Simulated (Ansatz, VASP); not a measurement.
## One calculation of GaB4, two programs

```
Ga B
1.0
     3.50857    0.00000    0.00000
     0.00000    3.50857    0.00000
     0.00000    0.00000    3.50857
Ga B
1 4
Cartesian
  1.7543 1.7543 1.7543
  2.9397 2.9397 2.9397
  0.5689 0.5689 2.9397
  0.5689 2.9397 0.5689
  2.9397 0.5689 0.5689
```

Alike in both runs: task single point; functional PBE; k mesh 6 × 6 × 6; occupations gaussian, width 0.1 eV; no spin polarisation.

|  | VASP | Ansatz |
| --- | --- | --- |
| version | VASP 6.6.1 | Ansatz 0.2.0 |
| potentials or method | VASP PAW PBE potentials, release 64 (Ga_d, B) | scalar-relativistic, plane waves, PAW |
| plane-wave cutoff (eV) | 520 | 420 |
| valence electrons in the cell | 25 | 25 |

Ansatz gave:

| Quantity | Value |
| --- | --- |
| gap on the k mesh at the Fermi level (eV) | none |
| rms of the force components (eV/Å) | 1.279 |

Question: Which values does VASP return?

Answer: gap on the k mesh at the Fermi level (eV): none; rms of the force components (eV/Å): 1.310.

Atom by atom the forces differ by 0.032 eV/Å (rms over components). A gap of «none» marks a metal or a gap that the smearing closes.

Caveats: forces of over 1 eV/Å show positions far from the minimum, so gaps and moduli don't describe the material at rest.
